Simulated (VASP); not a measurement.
Input of a VASP 6.6.1 run:

The input INCAR:

```
SYSTEM = ZrIF3
PREC = Accurate
ENCUT = 900
EDIFF = 1E-6
ISMEAR = 0
SIGMA = 0.01
LREAL = .False.
LASPH = .True.
NELM = 80
ALGO = Normal
ISIF = 2
LWAVE = .False.
LCHARG = .False.
METAGGA = SCAN
LMIXTAU = .True.
```

The input KPOINTS:

```
Automatic mesh
0
Gamma
  1 1 1
  0 0 0
```

POSCAR

```
ZrIF3
1.0
   12.0000000000      0.0000000000      0.0000000000
    0.0000000000     13.0000000000      0.0000000000
    0.0000000000      0.0000000000     12.0000000000
F Zr I
3 1 1
Direct
    0.4092833300      0.4305615400      0.6246958300
    0.6172583300      0.3844692300      0.4848458300
    0.3849083300      0.3633230800      0.3809708300
    0.4723666700      0.4402923100      0.4812625000
    0.4803000000      0.6399076900      0.4158375000
```

Potentials or basis: VASP PAW PBE potentials, release 64 (F_h, Zr_sv, I).

Command:

```bash
$ cat potpaw_PBE.64/F_h/POTCAR potpaw_PBE.64/Zr_sv/POTCAR potpaw_PBE.64/I/POTCAR > POTCAR
$ mpirun -np 1 vasp_gam > vasp.out
```

Task: What does it give for the largest force?

Result: 0.183 eV/Å.

Task: What does it give for the gap between the frontier levels?

Result: 4.85 eV.

Forces in eV/Å, atoms in the order of the input:
```
F   -0.068 -0.035  0.157
F    0.156 -0.065  0.000
F   -0.099 -0.108 -0.109
Zr   0.005  0.114 -0.028
I    0.006  0.094 -0.019
```

Caveat: the PAW data sets were made with another functional, which shifts forces and pressure a little; spin-orbit coupling is left out, which moves the levels of the heavy elements. SCAN opens gaps a little over a GGA but as a rule still falls short of measured ones.
